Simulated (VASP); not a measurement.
Level of theory: optB88-vdW, VASP's PBE PAW potentials (set 64) (plane waves; VASP).

Input for VASP

### POSCAR
```
Cs
1
   -2.9443065742     2.9443065742     2.9443065742
    2.9443065742    -2.9443065742     2.9443065742
    2.9443065742     2.9443065742    -2.9443065742
Cs
1
Direct
  0.0000000000   0.0000000000   0.0000000000
```

File KPOINTS:
```
K-points
0
G
  10 10 10
0 0 0
```

**INCAR**
```
SYSTEM=Cs
PREC=Accurate; ENCUT=520; LREAL=.FALSE.
LASPH=.TRUE.
EDIFF=1E-7; NELM=100; ALGO=Normal
LMAXMIX=4
ISMEAR=-5
GGA=BO; LUSE_VDW=.TRUE.; AGGAC=0.0
PARAM1=0.1833333333; PARAM2=0.22
ISIF=2
LWAVE=.FALSE.; LCHARG=.TRUE.; LORBIT=11
NEDOS=601
```

POTCAR, in this order: Cs_sv (PBE.64 set). Program: vasp_std.

Problem. What will the output report for the number of irreducible k-points (NKPTS), largest plane-wave count, number of space-group operations, FFT grid (NGX, NGY, NGZ)?

Solution. 
```yaml
number of irreducible k-points (NKPTS): 47
largest_plane_wave_count: 2771
number_of_space_group_operations: 48
FFT grid (NGX, NGY, NGZ): 40 × 40 × 40
```

The compound is Cs in the bcc structure. It was relaxed first, which changed the volume by -10 %.
